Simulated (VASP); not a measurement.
A run of VASP 6.6.1 is set up as follows.

INCAR

```
  PREC = Accurate
  ENCUT = 520
  EDIFF = 1E-8
  ISMEAR = -1
  SIGMA = 0.01
  LREAL = Auto
  LASPH = T
  NELM = 100
  ALGO = Fast
  ISIF = 2
  LWAVE = F
  LCHARG = F
  GGA = PE
  LEFG = T
  NELECT = 168.0
  NBANDS = 100
```

The input KPOINTS:

```
regular mesh
0
Gamma
  2 2 2
```

POSCAR

```
Cs3BePb4Br12
1.0
   -5.8700000000      5.8700000000      5.8700000000
    5.8700000000     -5.8700000000      5.8700000000
    5.8700000000      5.8700000000     -5.8700000000
Be Cs Pb Br
1 3 4 12
Direct
    0.0000000000      0.0000000000      0.0000000000
    0.5000000000      0.5000000000      0.0000000000
    0.5000000000      0.0000000000      0.5000000000
    0.0000000000      0.5000000000      0.5000000000
    0.5000000000      0.5000000000      0.5000000000
    0.0000000000      0.0000000000      0.5000000000
    0.0000000000      0.5000000000      0.0000000000
    0.5000000000      0.0000000000      0.0000000000
    0.5000000000      0.2500000000      0.2500000000
    0.0000000000      0.7500000000      0.2500000000
    0.0000000000      0.2500000000      0.7500000000
    0.5000000000      0.7500000000      0.7500000000
    0.2500000000      0.5000000000      0.2500000000
    0.7500000000      0.0000000000      0.2500000000
    0.7500000000      0.5000000000      0.7500000000
    0.2500000000      0.0000000000      0.7500000000
    0.2500000000      0.2500000000      0.5000000000
    0.7500000000      0.7500000000      0.5000000000
    0.7500000000      0.2500000000      0.0000000000
    0.2500000000      0.7500000000      0.0000000000
```

Potentials or basis: VASP PAW PBE potentials, release 64 (Be, Cs_sv, Pb_d, Br).

The run is started by

```sh
$ cat potpaw_PBE.64/Be/POTCAR potpaw_PBE.64/Cs_sv/POTCAR potpaw_PBE.64/Pb_d/POTCAR potpaw_PBE.64/Br/POTCAR > POTCAR
$ mpirun -np 1 vasp_std > vasp.out
```

Problem. What does it give for the largest force?

Solution. 0.023 eV/Å.

Problem. Predict the band gap on the k mesh.

Solution. None (metal or under the smearing width).

Electric field gradients, principal values (V/Å²):
| atom | Vxx | Vyy | Vzz |
| --- | --- | --- | --- |
| 1 Be | 0.000 | 0.000 | 0.000 |
| 2 Cs | 1.468 | 1.469 | -2.937 |
| 3 Cs | 1.468 | 1.469 | -2.937 |
| 4 Cs | 1.468 | 1.469 | -2.937 |
| 5 Pb | -1.331 | -1.331 | 2.662 |
| 6 Pb | -1.331 | -1.332 | 2.663 |
| 7 Pb | -1.331 | -1.332 | 2.663 |
| 8 Pb | -1.331 | -1.332 | 2.663 |
| 9 Br | -130.387 | -155.464 | 285.851 |
| 10 Br | -130.387 | -155.464 | 285.851 |
| 11 Br | -130.387 | -155.464 | 285.851 |
| 12 Br | -130.387 | -155.464 | 285.851 |
| 13 Br | -130.387 | -155.464 | 285.851 |
| 14 Br | -130.387 | -155.464 | 285.851 |
| 15 Br | -130.387 | -155.464 | 285.851 |
| 16 Br | -130.387 | -155.464 | 285.851 |
| 17 Br | -130.387 | -155.464 | 285.851 |
| 18 Br | -130.387 | -155.464 | 285.851 |
| 19 Br | -130.387 | -155.464 | 285.851 |
| 20 Br | -130.387 | -155.464 | 285.851 |

Caveat: the k mesh is coarse (spacing up to 0.38 Å⁻¹), so the values aren't converged; the cell carries a net charge on a neutralising background, which shifts energy and pressure; the cell is charged against a uniform background, so pressure and absolute levels hang on convention. The run has no spin-orbit coupling, so splittings on Cs, Pb are missing.
